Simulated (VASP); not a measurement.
Here is the system:

```yaml
crystal:
  lattice:
    - [0.00000, 3.01442, 3.01442]
    - [3.01442, 0.00000, 3.01442]
    - [3.01442, 3.01442, 0.00000]
  atoms:
    - { symbol: Te, position: [0.00000, 0.00000, 0.00000] }
    - { symbol: W, position: [0.50000, 0.50000, 0.50000] }
```

Computed with PBE GGA, VASP's PBE PAW potentials (set 64) (plane waves; VASP). Settings: 400 eV cut-off, 6×6×6 Monkhorst-Pack mesh, Gaussian smearing of 0.050 eV, potentials Te W_sv.

Question: Give the stress tensor in GPa (positive for a compressed cell).

Answer: 
```
-15.84    0.00    0.00
  0.00  -15.84    0.00
  0.00    0.00  -15.84
```
The pressure is its mean diagonal, -15.84 GPa.

The structure was generated: TeW was put into the rocksalt type (Fm-3m), which need not be its known phase. The cell was not relaxed at this level. The k-mesh is coarse (spacing up to 0.30 per Å, 2π included), so the numbers may not be converged in it. The run is one of a series of settings (KPOINTS 6×6×6 Monkhorst-Pack mesh against the base run), some of them coarse on purpose.
